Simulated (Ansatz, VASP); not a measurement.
Two plane-wave programs on B3Sb2P

```xyz
6
Lattice="5.4738 0.0000 0.0000 -2.7369 4.7405 0.0000 0.0000 0.0000 4.0429" Properties=species:S:1:pos:R:3 pbc="T T T"
B    -1.3685    2.3702    4.0227
B     2.7369    0.0000    4.0227
B     1.3685    2.3702    4.0227
Sb    2.7369    1.5802    2.0059
Sb    0.0000    3.1603    2.0059
P     0.0000    0.0000    0.7788
```

Change from the starting cell: species swapped into the NaSn2Pd3 type (P6mm, No. 183).

Alike in both runs: task single point; functional PBE; k mesh 6 × 6 × 4; occupations gaussian, width 0.1 eV; no spin polarisation.

|  | VASP | Ansatz |
| --- | --- | --- |
| version | VASP 6.6.1 | Ansatz 0.2.0 |
| potentials or method | VASP PAW PBE potentials, release 64 (B, Sb, P) | scalar-relativistic, plane waves, PAW |
| plane-wave cutoff (eV) | 520 | 420 |
| valence electrons in the cell | 24 | 44 |

Ansatz gave:

* gap on the k mesh at the Fermi level (eV): none
* pressure (GPa): -5.1
* largest component of the traceless stress (GPa): 2.72
* rms of the force components (eV/Å): 0.250

What did VASP give for the same quantities?

gap on the k mesh at the Fermi level (eV): none; pressure (GPa): -5.1; largest component of the traceless stress (GPa): 2.63; rms of the force components (eV/Å): 0.250.

Atom by atom the forces differ by 0.002 eV/Å (rms over components). A gap of «none» marks a metal or a gap that the smearing closes. The two sets of potentials don't hold the same shells in valence.

Caveats: the k mesh is coarse (spacing up to 0.39 Å⁻¹), so the values aren't converged. The runs have no spin-orbit coupling, so splittings on Sb are missing.
